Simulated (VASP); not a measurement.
# A VASP study of Hf2Sc (SCAN): structure first, properties next, part 3 of 4

What structure does Hf2Sc take at this level, and what are its properties? The cell is invented: it takes the structure of COD entry 4344350, LuSi2 (space group 191 there), with all of its atoms replaced by other elements, volume scaled by an estimate. It may not be a known or stable phase. Left out of this account: at least 1 further run (phonons: its modes failed a check).

VASP 6.6.1; SCAN; plane waves and PAW (Hf_pv, Sc_sv); invented cell.

Still holding for the runs below: This run has no spin polarisation. Its electron count is odd, so without a moment it is a metal by construction.

So far. Step 3 (Second relaxation): It ends with forces that vanish by symmetry and a pressure of -0.01 GPa. Step 4 (Single point with fields (SCAN)): In this run the pressure is -0.01 GPa, small enough to go on; single stress components reach 0.01 GPa.

### 5. Bands along the symmetry lines (SCAN)

Levels along the symmetry lines show where the bands peak and cross; KPOINTS_OPT computes them in the converged potential.

INCAR

```
SYSTEM = Hf2Sc
PREC = Accurate
ENCUT = 400
EDIFF = 1E-06
NELM = 100
ISMEAR = 1
SIGMA = 0.2
LREAL = .FALSE.
ALGO = Normal
METAGGA = SCAN
LASPH = .TRUE.
NBANDS = 28
LORBIT = 11
LWAVE = .FALSE.
LCHARG = .FALSE.
```

POSCAR

```
Hf2Sc
1.0
    4.9095275368      0.0000000000      0.0000000000
   -2.4547637685      4.2517751938      0.0000000000
    0.0000000000      0.0000000000      3.1104313673
Hf Sc
2 1
Direct
    0.3333333300      0.6666666700      0.5000000000
    0.6666666700      0.3333333300      0.5000000000
    0.0000000000      0.0000000000      0.0000000000
```

KPOINTS

```
Automatic mesh
0
Gamma
6 6 9
0 0 0
```

KPOINTS_OPT

```
Line mode
16
Line-mode
Reciprocal
  0.00000000   0.00000000   0.00000000 GAMMA
  0.50000000   0.00000000   0.00000000 M

  0.50000000   0.00000000   0.00000000 M
  0.33333333   0.33333333   0.00000000 K

  0.33333333   0.33333333   0.00000000 K
  0.00000000   0.00000000   0.00000000 GAMMA

  0.00000000   0.00000000   0.00000000 GAMMA
  0.00000000   0.00000000   0.50000000 A

  0.00000000   0.00000000   0.50000000 A
  0.50000000   0.00000000   0.50000000 L

  0.50000000   0.00000000   0.50000000 L
  0.33333333   0.33333333   0.50000000 H

  0.33333333   0.33333333   0.50000000 H
  0.00000000   0.00000000   0.50000000 A

  0.50000000   0.00000000   0.50000000 L
  0.50000000   0.00000000   0.00000000 M

  0.33333333   0.33333333   0.00000000 K
  0.33333333   0.33333333   0.50000000 H
```

PAW data sets: Hf_pv and Sc_sv (PBE family, release 64).

Command:

```sh
> mpirun -np 1 vasp_std
```

The log of the run:

```text
[... set-up lines as in an earlier step ...]
 entering main loop
       N       E                     dE             d eps       ncg     rms          rms(c)
DAV:   1     0.730004175974E+02    0.73000E+02   -0.12592E+04  1960   0.919E+02
DAV:   2    -0.138229084305E+03   -0.21123E+03   -0.20136E+03  1960   0.333E+02
DAV:   3    -0.148756341856E+03   -0.10527E+02   -0.94853E+01  2896   0.635E+01
DAV:   4    -0.149248516607E+03   -0.49217E+00   -0.48089E+00  2956   0.125E+01
DAV:   5    -0.149257077900E+03   -0.85613E-02   -0.85533E-02  2556   0.139E+00    0.598E+01
DAV:   6    -0.139859282308E+03    0.93978E+01   -0.39103E+00  2516   0.190E+01    0.333E+01
DAV:   7    -0.139726631990E+03    0.13265E+00   -0.17972E+00  2964   0.100E+01    0.768E+00
DAV:   8    -0.139447395959E+03    0.27924E+00   -0.42399E-01  2748   0.657E+00    0.223E+00
DAV:   9    -0.139451419920E+03   -0.40240E-02   -0.59143E-02  2788   0.217E+00    0.474E-01
DAV:  10    -0.139450657301E+03    0.76262E-03   -0.53675E-03  2976   0.498E-01    0.123E-01
DAV:  11    -0.139450850011E+03   -0.19271E-03   -0.54053E-04  2612   0.168E-01    0.591E-02
DAV:  12    -0.139450890932E+03   -0.40922E-04   -0.96769E-05  2832   0.823E-02    0.216E-02
DAV:  13    -0.139450914255E+03   -0.23323E-04   -0.13698E-05  2300   0.241E-02    0.102E-02
DAV:  14    -0.139450926658E+03   -0.12403E-04   -0.16447E-06  2008   0.106E-02    0.410E-03
DAV:  15    -0.139450922890E+03    0.37681E-05   -0.21171E-07  1172   0.570E-03    0.126E-03
DAV:  16    -0.139450922701E+03    0.18900E-06   -0.86364E-08  1152   0.305E-03
   1 F= -.13945092E+03 E0= -.13945024E+03  d E =-.205330E-02
 Start KPOINTS_OPT (optional k-point list driver)
k-point batch [1-35\144]
       N       E                     dE             ncg
DAV:   1    -0.105528191854E+05   -0.25478E+05     1968
DAV:   2    -0.180482000876E+05   -0.74954E+04     1976
DAV:   3    -0.183942200469E+05   -0.34602E+03     2632
DAV:   4    -0.184115882216E+05   -0.17368E+02     2672
DAV:   5    -0.184121232521E+05   -0.53503E+00     2644
DAV:   6    -0.184121367826E+05   -0.13531E-01     2764
DAV:   7    -0.184121370985E+05   -0.31589E-03     2788
DAV:   8    -0.184121371015E+05   -0.29959E-05     2068
DAV:   9    -0.184121371016E+05   -0.91146E-07     1356
[...]
k-point batch [141-144\144]
       N       E                     dE             ncg
DAV:   1     0.236138702794E+05   -0.54701E+04      224
DAV:   2     0.228313820276E+05   -0.78249E+03      224
DAV:   3     0.227958883406E+05   -0.35494E+02      320
DAV:   4     0.227945330612E+05   -0.13553E+01      312
DAV:   5     0.227944934098E+05   -0.39651E-01      308
DAV:   6     0.227944915756E+05   -0.18342E-02      344
DAV:   7     0.227944915587E+05   -0.16931E-04      288
DAV:   8     0.227944915581E+05   -0.56750E-06      304
```

The job ended after 6.2 min (1 MPI rank of Intel Xeon Platinum 8375C at 2.90GHz (Ice Lake), shared host; peak memory 0.21 GiB).

Parts of OUTCAR (step 5):

```text
   k-points           NKPTS =     35   k-points in BZ     NKDIM =     35   number of bands    NBANDS=     28

   NELECT =      31.0000    total number of electrons

 E-fermi :   4.4158

 k-point     1 :       0.0000    0.0000    0.0000
  band No.  band energies     occupation
    ...
     11      -2.4456      2.00000
     12       2.6515      2.00000
     13       3.9697      2.00709
     14       3.9699      2.00711
     15       4.1165      2.05561
     16       4.5790      0.01189
     17       4.5791      0.01167
     18       6.4303     -0.00000
     19       7.0367     -0.00000
     20       7.0369     -0.00000
    ...

  Total       -0.0019538     -0.0019538     -0.0021824      0.0000000      0.0000000      0.0000000
  in kB       -0.0482122     -0.0482122     -0.0538523      0.0000000      0.0000000      0.0000000
  external PRESSURE =      -0.0500922 kB  Pullay stress =       0.0000000 kB

 POSITION                                       TOTAL-FORCE (eV/Angst)
 -----------------------------------------------------------------------------------
     -0.00000      2.83452      1.55522         0.000000     -0.000000      0.000000
      2.45476      1.41726      1.55522        -0.000000      0.000000      0.000000
      0.00000      0.00000      0.00000         0.000000      0.000000      0.000000
 -----------------------------------------------------------------------------------
    total drift:                               -0.000000      0.000000     -0.000000

  FREE ENERGIE OF THE ION-ELECTRON SYSTEM (eV)
  ---------------------------------------------------
  free  energy   TOTEN  =      -139.4509227011 eV

  energy  without entropy=     -139.4488694023  energy(sigma->0) =     -139.45023827

[... 8 parts as in an earlier step ...]

[... 8 further parts left out ...]
```

Spin-orbit coupling is off here; it can split and shift levels that hold much weight on Hf by tenths of an eV or more.

This step gave:

```
SCF cycles : 16
bands      : 28
pressure   : -0.005009 GPa
```

Electronic bands along the path, in eV, zero at the Fermi level; # counts the bands kept in this run, so #1 is VASP's band 11:

| point | #3 | #4 | #5 | #6 | #7 | #8 | #9 | #10 |
| --- | --- | --- | --- | --- | --- | --- | --- | --- |
| Γ | -0.45 | -0.45 | -0.30 | 0.16 | 0.16 | 2.01 | 2.62 | 2.62 |
| 0.53 of the way | -2.05 | -0.91 | -0.47 | 0.88 | 0.89 | 1.86 | 2.02 | 2.18 |
| M | -2.84 | -0.25 | -0.09 | 0.26 | 1.13 | 1.46 | 1.80 | 1.90 |
| 0.53 of the way | -3.01 | -0.03 | 0.00 | 0.34 | 1.07 | 1.14 | 1.67 | 2.11 |
| K | -3.24 | 0.11 | 0.11 | 0.42 | 0.99 | 0.99 | 1.47 | 2.61 |
| 0.47 of the way | -2.35 | -0.81 | -0.21 | 0.56 | 1.17 | 1.62 | 1.92 | 2.31 |
| Γ | -0.45 | -0.45 | -0.30 | 0.16 | 0.16 | 2.01 | 2.62 | 2.62 |
| 0.47 of the way | -0.92 | -0.92 | -0.69 | -0.69 | 1.89 | 2.29 | 2.29 | 2.55 |
| A | -1.98 | -1.34 | -0.98 | -0.98 | 1.76 | 1.76 | 2.40 | 2.40 |
| 0.47 of the way | -1.93 | -1.25 | -0.79 | -0.77 | 1.60 | 1.82 | 1.99 | 2.23 |
| L | -1.85 | -0.72 | -0.56 | -0.53 | 0.69 | 1.40 | 1.91 | 2.17 |
| 0.47 of the way | -1.54 | -1.01 | -0.69 | -0.18 | 0.22 | 1.61 | 1.94 | 2.61 |
| H | -1.26 | -1.08 | -1.04 | -1.04 | 1.19 | 1.19 | 1.92 | 1.92 |
| 0.47 of the way | -1.63 | -1.16 | -0.82 | -0.53 | 1.21 | 1.68 | 1.93 | 2.43 |
| A | -1.98 | -1.34 | -0.98 | -0.98 | 1.76 | 1.76 | 2.40 | 2.40 |
| jump to L | -1.85 | -0.72 | -0.56 | -0.53 | 0.69 | 1.40 | 1.91 | 2.17 |
| 0.53 of the way | -1.98 | -0.56 | -0.31 | 0.07 | 0.65 | 1.30 | 1.71 | 2.10 |
| M | -2.84 | -0.25 | -0.09 | 0.26 | 1.13 | 1.46 | 1.80 | 1.90 |
| jump to K | -3.24 | 0.11 | 0.11 | 0.42 | 0.99 | 0.99 | 1.47 | 2.61 |
| 0.47 of the way | -2.69 | -0.94 | 0.36 | 0.36 | 0.74 | 0.74 | 1.87 | 2.09 |
| H | -1.26 | -1.08 | -1.04 | -1.04 | 1.19 | 1.19 | 1.92 | 1.92 |

Of the projections kept (Hf, Sc), the largest for each band there, as a share of the weight inside these atoms' spheres; weight between the spheres isn't counted:

| point | #3 | #4 | #5 | #6 | #7 | #8 | #9 | #10 |
| --- | --- | --- | --- | --- | --- | --- | --- | --- |
| Γ | Hf 0.86 | Hf 0.86 | Hf 1.00 | Hf 0.67 | Hf 0.67 | Sc 0.68 | Hf 0.59 | Hf 0.59 |
| M | Hf 0.68 | Hf 0.96 | Hf 0.99 | Hf 0.81 | Sc 0.68 | Hf 0.84 | Sc 0.76 | Hf 0.60 |
| K | Hf 0.61 | Hf 0.92 | Hf 0.92 | Hf 0.94 | Hf 0.67 | Hf 0.67 | Sc 0.94 | Hf 0.98 |
| Γ | Hf 0.86 | Hf 0.86 | Hf 1.00 | Hf 0.67 | Hf 0.67 | Sc 0.68 | Hf 0.59 | Hf 0.59 |
| A | Hf 0.77 | Hf 0.65 | Hf 0.51 | Hf 0.51 | Hf 0.88 | Hf 0.88 | Hf 1.00 | Hf 1.00 |
| L | Hf 0.93 | Hf 0.90 | Hf 0.56 | Hf 0.91 | Hf 0.87 | Sc 0.62 | Sc 0.81 | Hf 0.70 |

There is no gap at this level.

### 6. Total and projected DOS (SCAN)

A density of states needs more k-points than a total energy, and tetrahedra (ISMEAR = -5) or a smearing that fits the mesh; LORBIT projects the states on the PAW spheres. The mesh is finer than in the run before.

INCAR, as its differences from that of step 5:

```diff
@@ -5,3 +5,3 @@
 NELM = 100
-ISMEAR = 1
+ISMEAR = -5
 SIGMA = 0.2
@@ -15 +15,2 @@
 LCHARG = .FALSE.
+NEDOS = 2001
```

POSCAR is that of step 5.

KPOINTS

```
Automatic mesh
0
Gamma
9 9 13
0 0 0
```

Command:

```sh
> mpirun -np 1 vasp_std
```

The log of the run:

```text
[... set-up lines as in an earlier step ...]
 entering main loop
       N       E                     dE             d eps       ncg     rms          rms(c)
DAV:   1     0.705657506932E+02    0.70566E+02   -0.12622E+04  4768   0.918E+02
DAV:   2    -0.138268702975E+03   -0.20883E+03   -0.19916E+03  4732   0.332E+02
DAV:   3    -0.148810704553E+03   -0.10542E+02   -0.95868E+01  6896   0.642E+01
DAV:   4    -0.149270629057E+03   -0.45992E+00   -0.44883E+00  6980   0.121E+01
DAV:   5    -0.149277704478E+03   -0.70754E-02   -0.70798E-02  6236   0.147E+00    0.598E+01
DAV:   6    -0.139861486553E+03    0.94162E+01   -0.38861E+00  6044   0.190E+01    0.338E+01
DAV:   7    -0.139691259907E+03    0.17023E+00   -0.17694E+00  7148   0.939E+00    0.658E+00
DAV:   8    -0.139466176801E+03    0.22508E+00   -0.36424E-01  6680   0.615E+00    0.217E+00
DAV:   9    -0.139467244845E+03   -0.10680E-02   -0.55950E-02  6720   0.207E+00    0.409E-01
DAV:  10    -0.139467167281E+03    0.77563E-04   -0.43600E-03  7028   0.464E-01    0.113E-01
DAV:  11    -0.139467248174E+03   -0.80892E-04   -0.52601E-04  6416   0.169E-01    0.888E-02
DAV:  12    -0.139467244561E+03    0.36129E-05   -0.79631E-05  6824   0.768E-02    0.154E-02
DAV:  13    -0.139467258397E+03   -0.13836E-04   -0.12288E-05  6420   0.243E-02    0.842E-03
DAV:  14    -0.139467267328E+03   -0.89310E-05   -0.18338E-06  5268   0.104E-02    0.314E-03
DAV:  15    -0.139467262625E+03    0.47029E-05   -0.27570E-07  2864   0.469E-03    0.153E-03
DAV:  16    -0.139467262959E+03   -0.33407E-06   -0.64249E-08  2776   0.247E-03
   1 F= -.13946726E+03 E0= -.13946726E+03  d E =0.000000E+00
 -----------------------------------------------------------------------------
|                                                                             |
|           W    W    AA    RRRRR   N    N  II  N    N   GGGG   !!!           |
|           W    W   A  A   R    R  NN   N  II  NN   N  G    G  !!!           |
|           W    W  A    A  R    R  N N  N  II  N N  N  G       !!!           |
|           W WW W  AAAAAA  RRRRR   N  N N  II  N  N N  G  GGG   !            |
|           WW  WW  A    A  R   R   N   NN  II  N   NN  G    G                |
|           W    W  A    A  R    R  N    N  II  N    N   GGGG   !!!           |
|                                                                             |
|     Tetrahedron method does not include variations of the Fermi             |
|     occupations, so forces and stress will be inaccurate. We suggest        |
|     using a different smearing scheme ISMEAR = 1 or 2 for metals in         |
|     relaxations.                                                            |
|                                                                             |
 -----------------------------------------------------------------------------
```

Wall time 4.3 min (1 MPI rank); peak memory 0.23 GiB.

OUTCAR, selected parts (step 6):

```text
   k-points           NKPTS =     84   k-points in BZ     NKDIM =     84   number of bands    NBANDS=     28

   NELECT =      31.0000    total number of electrons

 E-fermi :   4.4109

 k-point     1 :       0.0000    0.0000    0.0000
  band No.  band energies     occupation
    ...
     11      -2.4456      2.00000
     12       2.6514      2.00000
     13       3.9700      2.00000
     14       3.9701      2.00000
     15       4.1305      2.00000
     16       4.5751      0.00000
     17       4.5752      0.00000
     18       6.4140      0.00000
     19       7.0317      0.00000
     20       7.0319      0.00000
    ...

  Total       -0.0037951     -0.0037951      0.2073168      0.0000000      0.0000000      0.0000000
  in kB       -0.0936493     -0.0936493      5.1158119      0.0000000      0.0000000      0.0000000
  external PRESSURE =       1.6428377 kB  Pullay stress =       0.0000000 kB

 POSITION                                       TOTAL-FORCE (eV/Angst)
 -----------------------------------------------------------------------------------
     -0.00000      2.83452      1.55522         0.000000     -0.000000      0.000000
      2.45476      1.41726      1.55522        -0.000000      0.000000      0.000000
      0.00000      0.00000      0.00000        -0.000000     -0.000000      0.000000
 -----------------------------------------------------------------------------------
    total drift:                               -0.000000      0.000000     -0.000000

  FREE ENERGIE OF THE ION-ELECTRON SYSTEM (eV)
  ---------------------------------------------------
  free  energy   TOTEN  =      -139.4672629593 eV

  energy  without entropy=     -139.4672629593  energy(sigma->0) =     -139.46726296

[... 6 parts as in an earlier step ...]

[... 10 further parts left out ...]
```

With tetrahedra the forces and stress of a metal are not exact derivatives of the energy.

Numbers from this step:

| Quantity | Value |
| --- | --- |
| irreducible k-points | 84 |
| free energy (TOTEN) | -139.4673 eV |
| Fermi energy | 4.411 eV |
| pressure | 0.1643 GPa |
| DOS at the Fermi level, one point of the energy grid | 2.750 states/eV/cell |

The density of states has structure finer than the step of the table below, so its rows give means over 0.5 eV, whole bins alone (the curve runs from -12.0 to 3.19 eV). Peaks (eV: height): total -1.18: 5.21, -0.34: 6.11, 1.96: 9.76, 2.06: 10.6; Hf d -1.18: 2.32, -0.28: 2.46, 2.06: 3.85, 2.26: 3.30; Sc d 1.66: 1.70, 1.96: 4.11, 2.06: 3.43, 2.66: 1.37; Hf p -0.34: 0.545, 1.06: 0.520, 2.06: 1.18, 2.26: 0.910.

States under -12.0 eV and over 3.2 eV are left out. Density of states against energy, zero at the Fermi level; means over each step; values in states/eV/cell:

| energy (eV) | total | Hf d | Sc d | Hf p |
| --- | --- | --- | --- | --- |
| -7.5 | 0 | 0 | 0 | 0 |
| -7.0 | 0.00372 | 0 | 0 | 2.0e-5 |
| -6.5 | 0.130 | 7.9e-5 | 0 | 0.00209 |
| -6.0 | 0.238 | 0.00117 | 3.6e-4 | 0.00793 |
| -5.5 | 0.336 | 0.00374 | 0.00125 | 0.0166 |
| -5.0 | 0.459 | 0.00975 | 0.00329 | 0.0286 |
| -4.5 | 0.637 | 0.0222 | 0.00798 | 0.0457 |
| -4.0 | 0.570 | 0.0308 | 0.0136 | 0.0483 |
| -3.5 | 0.875 | 0.0772 | 0.0378 | 0.0801 |
| -3.0 | 1.43 | 0.248 | 0.0815 | 0.123 |
| -2.5 | 2.29 | 0.590 | 0.157 | 0.169 |
| -2.0 | 2.34 | 0.741 | 0.201 | 0.159 |
| -1.5 | 2.67 | 0.944 | 0.236 | 0.228 |
| -1.0 | 3.30 | 1.39 | 0.349 | 0.233 |
| -0.5 | 4.99 | 1.97 | 0.662 | 0.472 |
| 0.0 | 2.97 | 1.37 | 0.314 | 0.273 |
| 0.5 | 1.97 | 0.724 | 0.260 | 0.302 |
| 1.0 | 2.72 | 0.945 | 0.589 | 0.350 |
| 1.5 | 3.78 | 1.18 | 1.34 | 0.232 |
| 2.0 | 6.70 | 2.53 | 2.06 | 0.677 |
| 2.5 | 3.18 | 1.37 | 0.947 | 0.301 |

The finer mesh and the other smearing move the Fermi level by -0.00 eV from the 6×6×9 run, a small shift, which tests the Fermi level alone. Of the states within 0.3 eV of the Fermi level, the largest shares in the PAW spheres are Hf d 45 %, Sc d 11 % and Hf p 9 %. The rest lies in smaller channels or between the spheres.

### 7. Volume scan with SCAN, volume scale 0.94

An equation of state needs energies on both sides of the minimum, all on one mesh and cutoff.

INCAR

```
SYSTEM = Hf2Sc
PREC = Accurate
ENCUT = 400
EDIFF = 1E-06
NELM = 100
ISMEAR = 1
SIGMA = 0.2
LREAL = .FALSE.
ALGO = Normal
METAGGA = SCAN
LASPH = .TRUE.
NBANDS = 21
LORBIT = 11
LWAVE = .FALSE.
LCHARG = .FALSE.
ISIF = 2
```

POSCAR

```
Hf2Sc
1.0
    4.8093049754      0.0000000000      0.0000000000
   -2.4046524878      4.1649799172      0.0000000000
    0.0000000000      0.0000000000      3.0469353595
Hf Sc
2 1
Direct
    0.3333333300      0.6666666700      0.5000000000
    0.6666666700      0.3333333300      0.5000000000
    0.0000000000      0.0000000000      0.0000000000
```

KPOINTS

```
Automatic mesh
0
Gamma
6 6 9
0 0 0
```

Command:

```sh
> mpirun -np 1 vasp_std
```

The log of the run:

```text
[... set-up lines as in an earlier step ...]
 entering main loop
       N       E                     dE             d eps       ncg     rms          rms(c)
DAV:   1     0.945515561480E+02    0.94552E+02   -0.13509E+04  1486   0.124E+03
DAV:   2    -0.132555935629E+03   -0.22711E+03   -0.22137E+03  1475   0.455E+02
DAV:   3    -0.148282265951E+03   -0.15726E+02   -0.14231E+02  2298   0.880E+01
DAV:   4    -0.149065709229E+03   -0.78344E+00   -0.74190E+00  2119   0.172E+01
DAV:   5    -0.149094308760E+03   -0.28600E-01   -0.28292E-01  2100   0.278E+00    0.622E+01
DAV:   6    -0.139761324426E+03    0.93330E+01   -0.56830E+00  2162   0.254E+01    0.331E+01
DAV:   7    -0.139599429299E+03    0.16190E+00   -0.28050E+00  2388   0.129E+01    0.959E+00
DAV:   8    -0.139370584907E+03    0.22884E+00   -0.91022E-01  2276   0.807E+00    0.296E+00
DAV:   9    -0.139372818833E+03   -0.22339E-02   -0.56699E-02  2209   0.247E+00    0.120E+00
DAV:  10    -0.139371838785E+03    0.98005E-03   -0.71513E-03  2186   0.652E-01    0.169E-01
DAV:  11    -0.139372065816E+03   -0.22703E-03   -0.71946E-04  1798   0.242E-01    0.106E-01
DAV:  12    -0.139372092972E+03   -0.27156E-04   -0.88365E-05  1936   0.699E-02    0.314E-02
DAV:  13    -0.139372135623E+03   -0.42651E-04   -0.31867E-05  2213   0.493E-02    0.107E-02
DAV:  14    -0.139372131104E+03    0.45189E-05   -0.23753E-06  1556   0.154E-02    0.268E-03
DAV:  15    -0.139372130337E+03    0.76722E-06   -0.23728E-07  1060   0.555E-03
   1 F= -.13937213E+03 E0= -.13937181E+03  d E =-.972501E-03
```

It took 2.3 min on 1 MPI rank; peak memory 0.18 GiB.

From OUTCAR (step 7):

```text
   ENCUT  =  400.0 eV  29.40 Ry    5.42 a.u.   7.84  7.84  4.97*2*pi/ulx,y,z

   NELECT =      31.0000    total number of electrons

 E-fermi :   4.7920

 k-point     1 :       0.0000    0.0000    0.0000
  band No.  band energies     occupation
    ...
     11      -2.1867      2.00000
     12       2.8805      2.00000
     13       4.3999      2.01813
     14       4.4000      2.01816
     15       4.5508      2.07081
     16       5.0680     -0.06496
     17       5.0681     -0.06493
     18       6.9318     -0.00000
     19       7.5731     -0.00000
     20       7.5733     -0.00000
    ...

  Total        2.3859028      2.3859024      2.2671002     -0.0000000      0.0000000     -0.0000000
  in kB       62.6332378     62.6332268     59.5145062     -0.0000000      0.0000000     -0.0000000
  external PRESSURE =      61.5936569 kB  Pullay stress =       0.0000000 kB

 POSITION                                       TOTAL-FORCE (eV/Angst)
 -----------------------------------------------------------------------------------
     -0.00000      2.77665      1.52347        -0.000000      0.000000      0.000000
      2.40465      1.38833      1.52347        -0.000000      0.000000      0.000000
      0.00000      0.00000      0.00000         0.000000      0.000000      0.000000
 -----------------------------------------------------------------------------------
    total drift:                               -0.000000      0.000000     -0.000000

  FREE ENERGIE OF THE ION-ELECTRON SYSTEM (eV)
  ---------------------------------------------------
  free  energy   TOTEN  =      -139.3721303368 eV

  energy  without entropy=     -139.3711578362  energy(sigma->0) =     -139.37180617

[... 4 parts as in an earlier step ...]

[... 12 further parts left out ...]
```

The scan keeps the cell's shape and the fractional positions fixed.

Numbers from this step:

```
SCF cycles              : 15
bands                   : 21
irreducible k-points    : 35
free energy (TOTEN)     : -139.3721 eV
energy at zero smearing : -139.3718 eV
Fermi energy            : 4.792 eV
pressure                : 6.159 GPa
```

The pressure here is 6.16 GPa.

[end of part 3 of 4]

[Lines on the potential files, build, host, timing and source positions are cut from VASP's logs without a mark.]

[Logs are printed without paths, hosts, clocks, repeated set-up lines and the standing remarks that a program may print on its own settings, such as how far it seeks lower states.]

[Hosts, paths, dates, database ids (printed as entryN), source tags and the programs' standing remarks are cut or masked in the printed files.]

[A measured line is paired with the nearest computed mode of its activity, which favours agreement.]

[In band tables of VASP the shares of atoms and orbitals are scaled to a sum of 1 inside the atoms' spheres.]
